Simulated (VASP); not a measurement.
Here is the system:

CsPbBr₃ is modelled in the cubic space group Pm-3m (No. 221), the cubic perovskite structure, Pearson symbol cP5. Cell: a = b = c = 6.1169 Å, α = β = γ = 90.00°. Cs on 1a is surrounded by 12 Br at 4.325 Å (cuboctahedral). Pb on 1b is coordinated by 6 Br at 3.058 Å (octahedral). Br on 3c sees 2 Pb at 3.058 Å and 4 Cs at 4.325 Å (octahedral). (Neighbours: up to the widest gap in distance over summed covalent radii, below 1.35, at either atom; cation-cation and far metal-metal contacts left out.)

Level of theory: revPBE GGA, VASP's PBE PAW potentials (set 64) (plane waves; VASP). Run with 520 eV cut-off, 4×4×4 Γ-centred mesh, Gaussian smearing of 0.050 eV, potentials Cs_sv Pb_d Br.

Task: Give the energy at these volumes per atom, relative to the lowest: 43.13, 44.51, 45.89, 47.26, 48.64 Å³.

Result: 8.4, 1.8, 0.0, 2.2, 7.9 meV/atom. A third-order Birch-Murnaghan fit gives B0 = 15.8 GPa and B0′ = 4.7.

The compound is CsPbBr3 in the cubic perovskite structure, the ideal cubic form; the compound distorts at low or room temperature. It was relaxed first, which changed the volume by +13 %.
